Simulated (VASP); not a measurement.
An input for Ansatz (written as the equivalent of a VASP run, and not itself run):

Ansatz 0.2 input:
```yaml
crystal:
  lattice:
    - [0.0000000, 2.6520000, 2.6520000]
    - [2.6520000, 0.0000000, 2.6520000]
    - [2.6520000, 2.6520000, 0.0000000]
  atoms:
    - { symbol: Mg, position: [0.0000000, 0.0000000, 0.0000000] }
    - { symbol: S, position: [0.5000000, 0.5000000, 0.5000000] }
kpoints:
  mp_grid: { grid: [7, 7, 7] }
hamiltonian:
  xc: pbe
  pseudopotentials: { kind: paw }
scf:
  occupations: { method: gaussian, width: 0.05 }
  max_iter: 100
output: { forces: true, stress: true, eigenvalues: true }
```

### Question
Translate this input to VASP (INCAR, KPOINTS, POSCAR, choice of POTCAR).

### Answer
One answer among several that fit: 
### KPOINTS
```
Regular mesh
0
G
 7 7 7
0 0 0
```

INCAR:
```
SYSTEM=MgS
PREC=Accurate; ENCUT=400; LREAL=.FALSE.
LASPH=.TRUE.
EDIFF=1E-6; NELM=100; ALGO=Normal
ISMEAR=0; SIGMA=0.05
GGA=PE
ISIF=2
LWAVE=.FALSE.; LCHARG=.FALSE.
```

### POSCAR
```
MgS
1
    0.0000000000     2.6520000000     2.6520000000
    2.6520000000     0.0000000000     2.6520000000
    2.6520000000     2.6520000000     0.0000000000
Mg S
1 1
Direct
  0.0000000000   0.0000000000   0.0000000000
  0.5000000000   0.5000000000   0.5000000000
```

POTCAR, in this order: Mg S (PBE.64 set). Program: vasp_std.

Limits of the translation: each code has its own PAW files, so the cut-off isn't converted (ENCUT is set for VASP's; basis.ecutwfc is left out, and Ansatz then takes the one that its files recommend); Ansatz stops its SCF on the density residual and VASP on the energy change (EDIFF).

The compound is MgS in the rock salt structure. The cell was not relaxed at this level.
